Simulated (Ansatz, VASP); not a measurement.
## One calculation of KTi2S2, two programs

```
S K Ti
1.0
     0.00000    3.82302    0.00000
     3.82302    0.00000    0.00000
     1.91151    1.91151   -6.56592
S K Ti
2 1 2
Direct
  0.36550 0.36550 0.26900
  0.63450 0.63450 0.73100
  0.00000 0.00000 0.00000
  0.75000 0.25000 0.50000
  0.25000 0.75000 0.50000
```

Alike in both runs: functional PBE; k mesh 7 × 7 × 7; no spin polarisation.

Ansatz relaxed the structure, and its values are those at the end. VASP's run is a single point on that final structure, the one shown.

|  | VASP | Ansatz |
| --- | --- | --- |
| version | VASP 6.6.1 | Ansatz 0.2.0 |
| potentials or method | VASP PAW PBE potentials, release 64 (S, K_sv, Ti_sv) | PAW plane waves |
| plane-wave cutoff (eV) | 520 | 420 |
| occupations | fermi-dirac, width 0.1 eV | fermi-dirac |
| valence electrons in the cell | 45 | 45 |

```tsv
	VASP	Ansatz	Ansatz less VASP
pressure (GPa)	5.1	5.0	-0.06
rms of the force components (eV/Å)	0.003	0.000	-0.0033
```
